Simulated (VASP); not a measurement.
A run of VASP 6.6.1:

Contents of INCAR:

```
SYSTEM = Na2TlF
  ALGO = Fast
  EDIFF = 1E-6
  ENCUT = 520
  GGA = PE
  ISIF = 2
  ISMEAR = 1
  LASPH = .True.
  LCHARG = .False.
  LREAL = .False.
  LWAVE = .False.
  NBANDS = 25
  NELM = 80
  PREC = Accurate
  SIGMA = 0.0714
```

Contents of KPOINTS:

```
k-points
0
Gamma
  6 6 6
  0 0 0
```

Contents of POSCAR:

```
Na2TlF
1.0
    1.9188530000      3.3235470000      0.0000000000
   -1.9188530000      3.3235470000      0.0000000000
    0.0000000000     -2.2156980000      6.8174400000
Tl F Na
1 1 2
Direct
    0.5000000000      0.5000000000      0.5000000000
    0.0000000000      0.0000000000      0.0000000000
    0.2624000000      0.2624000000      0.7872000000
    0.7376000000      0.7376000000      0.2128000000
```

Potentials or basis: VASP PAW PBE potentials, release 64 (Tl_d, F, Na_pv).

The run is started by

```bash
$ cat potpaw_PBE.64/Tl_d/POTCAR potpaw_PBE.64/F/POTCAR potpaw_PBE.64/Na_pv/POTCAR > POTCAR
$ mpirun -np 1 vasp_std > vasp.out
```

Hardware: 1 thread of Intel(R) Xeon(R) Platinum 8375C CPU @ 2.90GHz (Ice Lake), with other jobs on the host.

Q: How long does it take, and how much memory?

A: Wall time 2.4 min on 1 thread of Intel(R) Xeon(R) Platinum 8375C CPU @ 2.90GHz (Ice Lake) (shared host), peak memory 0.25 GiB. Counts: scf iterations 14, k points 32.
